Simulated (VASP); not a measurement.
# Germanium: the band gap, functional by functional, part 2 of 3

How does the band gap of Germanium depend on the functional? The starting structure is a measured crystal structure from the Crystallography Open Database. Cell and atoms stay as given. Meshes and data sets differ where the inputs say so.

VASP 6.6.1.

Results so far: LDA no gap; PBE 0.036 eV; r2SCAN 0.406 eV.

### 5. Bands with TB-mBJ

Level of this step: TB-mBJ; plane waves and PAW (Ge_d) (VASP).

TB-mBJ is a local potential fitted to gaps: it costs far less than a hybrid but gives no energy. Its energies, forces and stress mean nothing.

Contents of INCAR:

```
SYSTEM = Ge
PREC = Accurate
ENCUT = 360
EDIFF = 1E-06
NELM = 150
ISMEAR = 0
SIGMA = 0.03
LREAL = .FALSE.
ALGO = Normal
METAGGA = MBJ
LASPH = .TRUE.
NBANDS = 26
LORBIT = 11
LWAVE = .FALSE.
LCHARG = .FALSE.
KPAR = 8
```

Contents of POSCAR:

```
Ge
1.0
    0.0000000000      2.8289100000      2.8289100000
    2.8289100000      0.0000000000      2.8289100000
    2.8289100000      2.8289100000      0.0000000000
Ge
2
Direct
    0.7500000000      0.7500000000      0.7500000000
    0.5000000000      0.5000000000      0.5000000000
```

Contents of KPOINTS:

```
Automatic mesh
0
Gamma
6 6 6
0 0 0
```

Contents of KPOINTS_OPT:

```
Line mode
10
Line-mode
Reciprocal
  0.00000000   0.00000000   0.00000000 GAMMA
  0.50000000   0.00000000   0.50000000 X

  0.50000000   0.00000000   0.50000000 X
  0.50000000   0.25000000   0.75000000 W

  0.50000000   0.25000000   0.75000000 W
  0.37500000   0.37500000   0.75000000 K

  0.37500000   0.37500000   0.75000000 K
  0.00000000   0.00000000   0.00000000 GAMMA

  0.00000000   0.00000000   0.00000000 GAMMA
  0.50000000   0.50000000   0.50000000 L

  0.50000000   0.50000000   0.50000000 L
  0.62500000   0.25000000   0.62500000 U

  0.62500000   0.25000000   0.62500000 U
  0.50000000   0.25000000   0.75000000 W

  0.50000000   0.25000000   0.75000000 W
  0.50000000   0.50000000   0.50000000 L

  0.50000000   0.50000000   0.50000000 L
  0.37500000   0.37500000   0.75000000 K

  0.62500000   0.25000000   0.62500000 U
  0.50000000   0.00000000   0.50000000 X
```

The projector-augmented-wave data sets are Ge_d (PBE family, release 64).

Launch:

```bash
$ mpirun -np 8 vasp_std
```

What it wrote:

```text
[banner, memory and clock lines left out]
running    8 mpi-ranks, on    1 nodes
[...]
[... a notice as in an earlier step ...]

 [... a notice as in an earlier step ...]

 LDA part: xc-table for (None), standard interpolation
 POSCAR, INCAR and KPOINTS ok, starting setup
[...]
entering main loop
       N       E                     dE             d eps       ncg     rms          rms(c)
DAV:   1     0.398045568099E+03    0.39805E+03   -0.10623E+04  1018   0.239E+03
DAV:   2     0.243361115088E+03   -0.15468E+03   -0.14758E+03   832   0.459E+02
DAV:   3     0.219648306344E+03   -0.23713E+02   -0.23555E+02   970   0.107E+02
DAV:   4     0.219045054127E+03   -0.60325E+00   -0.60295E+00   946   0.199E+01
[...]
DAV:  32     0.219578282952E+03   -0.13307E-04   -0.90474E-11   452   0.645E-05    0.965E-06
DAV:  33     0.219578294056E+03    0.11104E-04   -0.19716E-11   450   0.320E-05    0.106E-05
DAV:  34     0.219578294250E+03    0.19440E-06   -0.25444E-12   452   0.125E-05
   1 F= 0.21957829E+03 E0= 0.21957829E+03  d E =-.842983E-21
 Start KPOINTS_OPT (optional k-point list driver)
k-point batch [1-16\100]
       N       E                     dE             ncg
DAV:   1    -0.347591023140E+04   -0.13115E+05     1062
DAV:   2    -0.600392322973E+04   -0.25280E+04      848
DAV:   3    -0.638429214808E+04   -0.38037E+03      978
DAV:   4    -0.639510713874E+04   -0.10815E+02      918
DAV:   5    -0.639531327445E+04   -0.20614E+00      974
DAV:   6    -0.639532011221E+04   -0.68378E-02      968
DAV:   7    -0.639532039839E+04   -0.28618E-03     1036
DAV:   8    -0.639532040871E+04   -0.10313E-04      820
DAV:   9    -0.639532040914E+04   -0.43630E-06      572
[...]
k-point batch [97-100\100]
       N       E                     dE             ncg
DAV:   1     0.907145765355E+04   -0.43689E+04      248
DAV:   2     0.841572471119E+04   -0.65573E+03      208
DAV:   3     0.831525550675E+04   -0.10047E+03      250
DAV:   4     0.831215738174E+04   -0.30981E+01      222
DAV:   5     0.831210081022E+04   -0.56572E-01      236
DAV:   6     0.831209880515E+04   -0.20051E-02      232
DAV:   7     0.831209870873E+04   -0.96424E-04      272
DAV:   8     0.831209870542E+04   -0.33062E-05      200
DAV:   9     0.831209870528E+04   -0.14117E-06      136
```

Wall time 14 s (8 MPI ranks of Intel Xeon 6975P-C (Granite Rapids), shared host); peak memory 1.4 GiB; 1.8 min of CPU time.

Parts of OUTCAR (step 5):

```text
  Total     -210.4613200   -210.4613200   -210.4613200      0.0000000      0.0000000      0.0000000
  in kB    -7447.2423007  -7447.2423007  -7447.2423007      0.0000000      0.0000000      0.0000000
  external PRESSURE =   -7447.2423007 kB  Pullay stress =       0.0000000 kB

 POSITION                                       TOTAL-FORCE (eV/Angst)
 -----------------------------------------------------------------------------------
      4.24336      4.24336      4.24336         0.000000      0.000000      0.000000
      2.82891      2.82891      2.82891        -0.000000     -0.000000     -0.000000
 -----------------------------------------------------------------------------------
    total drift:                                0.000000      0.000000      0.000000

  FREE ENERGIE OF THE ION-ELECTRON SYSTEM (eV)
  ---------------------------------------------------
  free  energy   TOTEN  =       219.5782942502 eV

  energy  without entropy=      219.5782942502  energy(sigma->0) =      219.57829425

[... 2 parts as in an earlier step ...]

[... 1 further part left out ...]
[key lines of the parts left out:]
E-fermi :   5.2374
```

TB-mBJ gives a least gap of 0.719 eV, and a least direct gap of 0.771 eV.

### 6. Bands with LDA + spin-orbit coupling

Spin-orbit coupling is switched on in this step.

Contents of INCAR:

```
SYSTEM = Ge
PREC = Accurate
ENCUT = 360
EDIFF = 1E-06
NELM = 100
ISMEAR = 0
SIGMA = 0.03
LREAL = .FALSE.
ALGO = Normal
GGA = CA
LNONCOLLINEAR = .TRUE.
MAGMOM = 0 0 0 0 0 0
NBANDS = 40
GGA_COMPAT = .FALSE.
LASPH = .TRUE.
LSORBIT = .TRUE.
LORBIT = 11
LWAVE = .FALSE.
LCHARG = .FALSE.
KPAR = 8
```

POSCAR is that of step 5.

KPOINTS is that of step 5.

KPOINTS_OPT is that of step 5.

The projector-augmented-wave data sets are Ge_d (LDA family, release 64).

Launch:

```bash
$ mpirun -np 8 vasp_ncl
```

What it wrote:

```text
[banner, memory and clock lines left out]
running    8 mpi-ranks, on    1 nodes
[...]
[... a notice as in an earlier step ...]

 LDA part: xc-table for (Slater(with rela. corr.)+CA(PZ))
 , standard interpolation
 POSCAR, INCAR and KPOINTS ok, starting setup
[...]
entering main loop
       N       E                     dE             d eps       ncg     rms          rms(c)
DAV:   1     0.231751245764E+03    0.23175E+03   -0.11298E+04  1592   0.316E+03
DAV:   2     0.308040862680E+02   -0.20095E+03   -0.19337E+03  1280   0.714E+02
DAV:   3    -0.845894245067E+01   -0.39263E+02   -0.38941E+02  1472   0.179E+02
DAV:   4    -0.105026891924E+02   -0.20437E+01   -0.20419E+01  1456   0.490E+01
[...]
DAV:   9    -0.103639283614E+02   -0.15884E-03   -0.14928E-04  1592   0.192E-01    0.211E-02
DAV:  10    -0.103639376497E+02   -0.92883E-05   -0.16906E-05  1488   0.641E-02    0.660E-03
DAV:  11    -0.103639375389E+02    0.11078E-06   -0.14240E-06  1176   0.198E-02
   1 F= -.10363938E+02 E0= -.10363810E+02  d E =-.255907E-03  mag=     0.0000     0.0000     0.0000
 Start KPOINTS_OPT (optional k-point list driver)
k-point batch [1-16\100]
       N       E                     dE             ncg
DAV:   1    -0.265115320113E+04   -0.11361E+05     1624
DAV:   2    -0.584155777394E+04   -0.31904E+04     1288
DAV:   3    -0.646536724749E+04   -0.62381E+03     1496
DAV:   4    -0.649712872991E+04   -0.31761E+02     1488
[...]
DAV:   8    -0.649772703415E+04   -0.33848E-04     1584
DAV:   9    -0.649772703550E+04   -0.13537E-05     1104
DAV:  10    -0.649772703563E+04   -0.12892E-06      928
[...]
k-point batch [97-100\100]
       N       E                     dE             ncg
DAV:   1     0.898567267441E+04   -0.39114E+04      384
DAV:   2     0.813274394416E+04   -0.85293E+03      320
DAV:   3     0.796975614740E+04   -0.16299E+03      352
DAV:   4     0.796079638426E+04   -0.89598E+01      384
DAV:   5     0.796062183502E+04   -0.17455E+00      368
DAV:   6     0.796061743015E+04   -0.44049E-02      376
DAV:   7     0.796061723793E+04   -0.19222E-03      360
DAV:   8     0.796061722689E+04   -0.11039E-04      392
DAV:   9     0.796061722639E+04   -0.50089E-06      296
```

Wall time 24 s (8 MPI ranks); peak memory 1.9 GiB.

Parts of OUTCAR (step 6):

```text
  Total       -0.3246970     -0.3246970     -0.3246970      0.0000000      0.0000000      0.0000000
  in kB      -11.4895106    -11.4895106    -11.4895106      0.0000000      0.0000000      0.0000000
  external PRESSURE =     -11.4895106 kB  Pullay stress =       0.0000000 kB

  FREE ENERGIE OF THE ION-ELECTRON SYSTEM (eV)
  ---------------------------------------------------
  free  energy   TOTEN  =       -10.3639375389 eV

  energy  without entropy=      -10.3636816317  energy(sigma->0) =      -10.36380959

 magnetization (x)
# of ion       s       p       d       tot
------------------------------------------
    1       -0.000   0.000  -0.000   0.000
    2       -0.000  -0.000   0.000  -0.000
--------------------------------------------------
tot         -0.000   0.000   0.000  -0.000

 magnetization (y)
# of ion       s       p       d       tot
------------------------------------------
    1       -0.000   0.000   0.000   0.000
    2       -0.000   0.000  -0.000   0.000
--------------------------------------------------
tot         -0.000   0.000  -0.000   0.000

 magnetization (z)
# of ion       s       p       d       tot
------------------------------------------
    1        0.000   0.000  -0.000   0.000
    2       -0.000  -0.000  -0.000  -0.000
--------------------------------------------------
tot         -0.000   0.000  -0.000  -0.000

[... 2 parts as in an earlier step ...]

[... 2 further parts left out ...]
[key lines of the parts left out:]
E-fermi :   4.7792
```

LDA + spin-orbit coupling gives no gap.

### 7. Bands with r2SCAN + spin-orbit coupling

Edit INCAR of step 6 so:

```diff
@@ -9,3 +9,4 @@
 ALGO = Normal
-GGA = CA
+METAGGA = R2SCAN
+LASPH = .TRUE.
 LNONCOLLINEAR = .TRUE.
@@ -14,3 +15,2 @@
 GGA_COMPAT = .FALSE.
-LASPH = .TRUE.
 LSORBIT = .TRUE.
```

POSCAR is that of step 6.

KPOINTS is that of step 6.

KPOINTS_OPT is that of step 6.

Potentials, in the order of the species: Ge_d (PBE family, release 64).

Launch:

```bash
$ mpirun -np 8 vasp_ncl
```

What it wrote:

```text
[... set-up lines as in an earlier step ...]
 entering main loop
       N       E                     dE             d eps       ncg     rms          rms(c)
DAV:   1     0.217312886347E+03    0.21731E+03   -0.11515E+04  1584   0.330E+03
DAV:   2     0.121133628166E+02   -0.20520E+03   -0.19735E+03  1280   0.742E+02
DAV:   3    -0.282361304349E+02   -0.40349E+02   -0.40008E+02  1472   0.183E+02
DAV:   4    -0.303724862814E+02   -0.21364E+01   -0.21332E+01  1464   0.508E+01
[...]
DAV:  14    -0.277178554903E+02   -0.28806E-05   -0.25499E-06  1272   0.306E-02    0.252E-03
DAV:  15    -0.277178567866E+02   -0.12964E-05   -0.21593E-06  1360   0.320E-02    0.139E-03
DAV:  16    -0.277178563123E+02    0.47431E-06   -0.55447E-08   816   0.278E-03
   1 F= -.27717856E+02 E0= -.27717856E+02  d E =-.485176E-15  mag=     0.0000     0.0000     0.0000
 Start KPOINTS_OPT (optional k-point list driver)
k-point batch [1-16\100]
       N       E                     dE             ncg
DAV:   1    -0.272184648820E+04   -0.11432E+05     1648
DAV:   2    -0.599260333258E+04   -0.32708E+04     1288
DAV:   3    -0.662967452576E+04   -0.63707E+03     1488
DAV:   4    -0.666254748266E+04   -0.32873E+02     1496
[...]
DAV:   8    -0.666317623809E+04   -0.37988E-04     1544
DAV:   9    -0.666317623997E+04   -0.18743E-05     1160
DAV:  10    -0.666317624011E+04   -0.14539E-06      904
[...]
k-point batch [97-100\100]
       N       E                     dE             ncg
DAV:   1     0.897734758328E+04   -0.39197E+04      376
DAV:   2     0.809258165976E+04   -0.88477E+03      320
DAV:   3     0.792718382441E+04   -0.16540E+03      352
DAV:   4     0.791815842683E+04   -0.90254E+01      384
DAV:   5     0.791798116997E+04   -0.17726E+00      368
DAV:   6     0.791797638745E+04   -0.47825E-02      392
DAV:   7     0.791797618417E+04   -0.20328E-03      360
DAV:   8     0.791797617256E+04   -0.11610E-04      392
DAV:   9     0.791797617189E+04   -0.66875E-06      288
```

Elapsed: 84 s, on 8 MPI ranks; peak memory 2.2 GiB; 11 min of CPU time.

Parts of OUTCAR (step 7):

```text
  Total        0.1605042      0.1605042      0.1605042      0.0000000      0.0000000      0.0000000
  in kB        5.6794921      5.6794921      5.6794921      0.0000000      0.0000000      0.0000000
  external PRESSURE =       5.6794921 kB  Pullay stress =       0.0000000 kB

  FREE ENERGIE OF THE ION-ELECTRON SYSTEM (eV)
  ---------------------------------------------------
  free  energy   TOTEN  =       -27.7178563123 eV

  energy  without entropy=      -27.7178563123  energy(sigma->0) =      -27.71785631

 magnetization (x)
# of ion       s       p       d       tot
------------------------------------------
    1       -0.000  -0.000   0.000  -0.000
    2        0.000  -0.000   0.000  -0.000
--------------------------------------------------
tot         -0.000  -0.000   0.000  -0.000

 magnetization (y)
# of ion       s       p       d       tot
------------------------------------------
    1       -0.000   0.000   0.000  -0.000
    2        0.000  -0.000   0.000  -0.000
--------------------------------------------------
tot          0.000  -0.000   0.000  -0.000

 magnetization (z)
# of ion       s       p       d       tot
------------------------------------------
    1        0.000  -0.000   0.000  -0.000
    2        0.000  -0.000   0.000   0.000
--------------------------------------------------
tot          0.000  -0.000   0.000  -0.000

[... 3 parts as in an earlier step ...]

[... 1 further part left out ...]
[key lines of the parts left out:]
E-fermi :   5.0582
```

r2SCAN + spin-orbit coupling gives a direct gap of 0.311 eV. The least gap is -0.095 eV from that of r2SCAN.

### 8. Bands with TB-mBJ + spin-orbit coupling

Edit INCAR of step 7 so:

```diff
@@ -4,3 +4,3 @@
 EDIFF = 1E-06
-NELM = 100
+NELM = 150
 ISMEAR = 0
@@ -9,3 +9,3 @@
 ALGO = Normal
-METAGGA = R2SCAN
+METAGGA = MBJ
 LASPH = .TRUE.
```

POSCAR is that of step 7.

KPOINTS is that of step 7.

KPOINTS_OPT is that of step 7.

Launch:

```bash
$ mpirun -np 8 vasp_ncl
```

What it wrote:

```text
[... set-up lines as in an earlier step ...]
 entering main loop
       N       E                     dE             d eps       ncg     rms          rms(c)
DAV:   1     0.452726484235E+03    0.45273E+03   -0.11032E+04  1584   0.314E+03
DAV:   2     0.258828240737E+03   -0.19390E+03   -0.18619E+03  1280   0.704E+02
DAV:   3     0.220977913800E+03   -0.37850E+02   -0.37483E+02  1432   0.176E+02
DAV:   4     0.219061992160E+03   -0.19159E+01   -0.19133E+01  1480   0.478E+01
[...]
DAV:  26     0.219560257194E+03    0.12116E-04   -0.55570E-11   704   0.798E-05    0.209E-05
DAV:  27     0.219560264799E+03    0.76047E-05   -0.94559E-11   784   0.945E-05    0.539E-06
DAV:  28     0.219560265149E+03    0.35050E-06   -0.29120E-11   736   0.739E-05
   1 F= 0.21956027E+03 E0= 0.21956027E+03  d E =-.236452E-11  mag=    -0.0000    -0.0000     0.0000
 Start KPOINTS_OPT (optional k-point list driver)
k-point batch [1-16\100]
       N       E                     dE             ncg
DAV:   1    -0.256050100307E+04   -0.11271E+05     1640
DAV:   2    -0.575471345729E+04   -0.31942E+04     1288
DAV:   3    -0.636460953543E+04   -0.60990E+03     1496
DAV:   4    -0.639609623875E+04   -0.31487E+02     1472
[...]
DAV:   8    -0.639688114869E+04   -0.58670E-04     1600
DAV:   9    -0.639688115171E+04   -0.30233E-05     1160
DAV:  10    -0.639688115188E+04   -0.16916E-06      944
[...]
k-point batch [97-100\100]
       N       E                     dE             ncg
DAV:   1     0.900660988611E+04   -0.38904E+04      384
DAV:   2     0.815200531325E+04   -0.85460E+03      320
DAV:   3     0.799462472843E+04   -0.15738E+03      352
DAV:   4     0.798601807866E+04   -0.86066E+01      384
[...]
DAV:   8     0.798579164150E+04   -0.18092E-04      392
DAV:   9     0.798579164049E+04   -0.10164E-05      320
DAV:  10     0.798579164044E+04   -0.48125E-07      256
```

The job ended after 41 s (8 MPI ranks; peak memory 2.2 GiB; 5.3 min of CPU time).

From OUTCAR (step 8):

```text
  Total     -210.5634145   -210.5634145   -210.5634145     -0.0000000      0.0000000     -0.0000000
  in kB    -7450.8549454  -7450.8549454  -7450.8549454     -0.0000000      0.0000000     -0.0000000
  external PRESSURE =   -7450.8549454 kB  Pullay stress =       0.0000000 kB

  FREE ENERGIE OF THE ION-ELECTRON SYSTEM (eV)
  ---------------------------------------------------
  free  energy   TOTEN  =       219.5602651495 eV

  energy  without entropy=      219.5602651495  energy(sigma->0) =      219.56026515

 magnetization (x)
# of ion       s       p       d       tot
------------------------------------------
    1        0.000   0.000  -0.000   0.000
    2        0.000   0.000  -0.000   0.000
--------------------------------------------------
tot          0.000   0.000  -0.000   0.000

 magnetization (y)
# of ion       s       p       d       tot
------------------------------------------
    1       -0.000   0.000   0.000   0.000
    2        0.000   0.000   0.000   0.000
--------------------------------------------------
tot          0.000   0.000   0.000   0.000

 magnetization (z)
# of ion       s       p       d       tot
------------------------------------------
    1        0.000  -0.000   0.000   0.000
    2        0.000   0.000   0.000   0.000
--------------------------------------------------
tot          0.000   0.000   0.000   0.000

[... 3 parts as in an earlier step ...]

[... 1 further part left out ...]
[key lines of the parts left out:]
E-fermi :   5.2580
```

TB-mBJ + spin-orbit coupling gives a least gap of 0.633 eV, and a least direct gap of 0.685 eV. The least gap is -0.087 eV from that of TB-mBJ.

### 9. Bands with HSE06

HSE06 mixes in a quarter of exact exchange at short range, at far higher cost; in semiconductors this cures much of the gap error, while metals seldom gain. This run uses a 5×5×5 mesh. Its starting orbitals come from a semilocal run on the same mesh, not shown.

Contents of INCAR:

```
SYSTEM = Ge
PREC = Accurate
ENCUT = 360
EDIFF = 1E-06
NELM = 100
ISMEAR = 0
SIGMA = 0.03
LREAL = .FALSE.
ALGO = Normal
LHFCALC = .TRUE.
AEXX = 0.25
GGA = PE
HFSCREEN = 0.2
LASPH = .TRUE.
NBANDS = 20
PRECFOCK = Fast
LORBIT = 11
LWAVE = .FALSE.
LCHARG = .FALSE.
KPAR = 8
```

POSCAR is that of step 8.

Contents of KPOINTS:

```
Automatic mesh
0
Gamma
5 5 5
0 0 0
```

KPOINTS_OPT is that of step 8.

Launch:

```bash
$ mpirun -np 8 vasp_std
```

What it wrote:

```text
[banner, memory and clock lines left out]
running    8 mpi-ranks, on    1 nodes
[...]
[... a notice as in an earlier step ...]

 LDA part: xc-table for (Slater+PW92), standard interpolation
 found WAVECAR, reading the header
 POSCAR, INCAR and KPOINTS ok, starting setup
[...]
reading WAVECAR
 the WAVECAR file was read successfully
 initial charge from wavefunction
 entering main loop
       N       E                     dE             d eps       ncg     rms          rms(c)
DAV:   1    -0.106377159216E+02   -0.10638E+02   -0.20248E+00   532   0.252E+01    0.136E+00
DAV:   2    -0.106342085367E+02    0.35074E-02   -0.65354E-02   484   0.341E+00    0.980E-01
DAV:   3    -0.106303677718E+02    0.38408E-02   -0.11089E-02   552   0.189E+00    0.654E-01
DAV:   4    -0.106298526734E+02    0.51510E-03   -0.12942E-03   484   0.614E-01    0.404E-01
[...]
DAV:   9    -0.106295913358E+02    0.38350E-05   -0.10004E-06   340   0.668E-03    0.295E-02
[...]
1 F= -.10629588E+02 E0= -.10629588E+02  d E =-.379526E-27
 Start KPOINTS_OPT (optional k-point list driver)
k-point batch [1-10\100]
       N       E                     dE             ncg
DAV:   1    -0.268842080959E+04   -0.66930E+04      428
DAV:   2    -0.442644472248E+04   -0.17380E+04      404
DAV:   3    -0.466802003361E+04   -0.24158E+03      448
DAV:   4    -0.467721634819E+04   -0.91963E+01      452
DAV:   5    -0.467736996730E+04   -0.15362E+00      464
DAV:   6    -0.467737346064E+04   -0.34933E-02      460
DAV:   7    -0.467737359203E+04   -0.13138E-03      472
DAV:   8    -0.467737359808E+04   -0.60469E-05      440
DAV:   9    -0.467737359837E+04   -0.29330E-06      300
[...]
k-point batch [91-100\100]
       N       E                     dE             ncg
DAV:   1    -0.279177396542E+04   -0.11450E+05      460
DAV:   2    -0.454321954389E+04   -0.17514E+04      400
DAV:   3    -0.477412398073E+04   -0.23090E+03      460
DAV:   4    -0.478229267479E+04   -0.81687E+01      444
DAV:   5    -0.478243244226E+04   -0.13977E+00      456
DAV:   6    -0.478243552426E+04   -0.30820E-02      464
DAV:   7    -0.478243563547E+04   -0.11121E-03      464
DAV:   8    -0.478243564065E+04   -0.51832E-05      432
DAV:   9    -0.478243564092E+04   -0.26187E-06      296
```

The job ended after 4.8 min (8 MPI ranks; peak memory 2.2 GiB).

From OUTCAR (step 9):

```text
 POSITION                                       TOTAL-FORCE (eV/Angst)
 -----------------------------------------------------------------------------------
      4.24336      4.24336      4.24336         0.000000      0.000000      0.000000
      2.82891      2.82891      2.82891        -0.000000     -0.000000     -0.000000
 -----------------------------------------------------------------------------------
    total drift:                               -0.000000      0.000000      0.000000

  FREE ENERGIE OF THE ION-ELECTRON SYSTEM (eV)
  ---------------------------------------------------
  free  energy   TOTEN  =       -10.6295880992 eV

  energy  without entropy=      -10.6295880992  energy(sigma->0) =      -10.62958810

[... 1 part as in an earlier step ...]

[... 2 further parts left out ...]
[key lines of the parts left out:]
E-fermi :   4.8933
```

HSE06 gives a least gap of 0.852 eV, and a least direct gap of 0.925 eV.

(Part 2 of 3 ends here.)

[Lines on the potential files, build, host, timing and source positions are cut from VASP's logs without a mark.]

[Logs are printed without paths, hosts, clocks, repeated set-up lines and the standing remarks that a program may print on its own settings, such as how far it seeks lower states.]

[Hosts, paths, dates, database ids (printed as entryN), source tags and the programs' standing remarks are cut or masked in the printed files.]
